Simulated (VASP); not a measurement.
All values below come from PBE GGA with D3 dispersion (Becke-Johnson damping) with spin-orbit coupling, VASP's PBE PAW potentials (set 64) (plane waves; VASP).

VASP input:

POSCAR:
```
MoS2
1
    3.1456246992    -0.0000000000    -0.0000000000
   -1.5728123496     2.7241913847     0.0000000000
   -0.0000000000     0.0000000000    12.0615511295
Mo S
2 4
Direct
  0.3333330000   0.6666670000   0.2500000000
  0.6666670000   0.3333330000   0.7500000000
  0.3333330000   0.6666670000   0.6202152950
  0.6666670000   0.3333330000   0.1202152950
  0.3333330000   0.6666670000   0.8797847050
  0.6666670000   0.3333330000   0.3797847050
```

INCAR:
```
ALGO  =  Normal
EDIFF  =  1E-6
ENCUT  =  400
GGA  =  PE
GGA_COMPAT  =  .FALSE.
ISMEAR  =  0
IVDW  =  12
LASPH  =  .TRUE.
LCHARG  =  .FALSE.
LMAXMIX  =  4
LREAL  =  .FALSE.
LSORBIT  =  .TRUE.
LWAVE  =  .FALSE.
MAGMOM  =  18*0
NELM  =  100
PREC  =  Accurate
SIGMA  =  0.05
SYSTEM  =  MoS2
```

File KPOINTS_OPT:
```
k-points along high-symmetry lines
5
Line-mode
Reciprocal
  0.000000   0.000000   0.000000 ! GAMMA
  0.500000   0.000000   0.000000 ! M

  0.500000   0.000000   0.000000 ! M
  0.333333   0.333333   0.000000 ! K

  0.333333   0.333333   0.000000 ! K
  0.000000   0.000000   0.000000 ! GAMMA

  0.000000   0.000000   0.000000 ! GAMMA
  0.000000   0.000000   0.500000 ! A

  0.000000   0.000000   0.500000 ! A
  0.500000   0.000000   0.500000 ! L

  0.500000   0.000000   0.500000 ! L
  0.333333   0.333333   0.500000 ! H

  0.333333   0.333333   0.500000 ! H
  0.000000   0.000000   0.500000 ! A

  0.500000   0.000000   0.500000 ! L
  0.500000   0.000000   0.000000 ! M

  0.333333   0.333333   0.500000 ! H
  0.333333   0.333333   0.000000 ! K
```

KPOINTS:
```
kpoints
0
Gamma
7 7 2
0 0 0
```

POTCAR, in this order: Mo_sv S (PBE.64 set). Program: vasp_ncl.

Question: What will the output report for the number of irreducible k-points (NKPTS), number of bands (NBANDS), largest plane-wave count, number of space-group operations, FFT grid (NGX, NGY, NGZ)?

Answer: 
| Item | Result |
|---|---|
| number of irreducible k-points (NKPTS) | 16 |
| number of bands (NBANDS) | 62 |
| largest plane-wave count | 3792 |
| number of space-group operations | 24 |
| FFT grid (NGX, NGY, NGZ) | 24 × 24 × 80 |

The structure comes from a measured MoS2 entry (P6_3/mmc) of the Crystallography Open Database, whose conditions weren't checked. It was relaxed first.
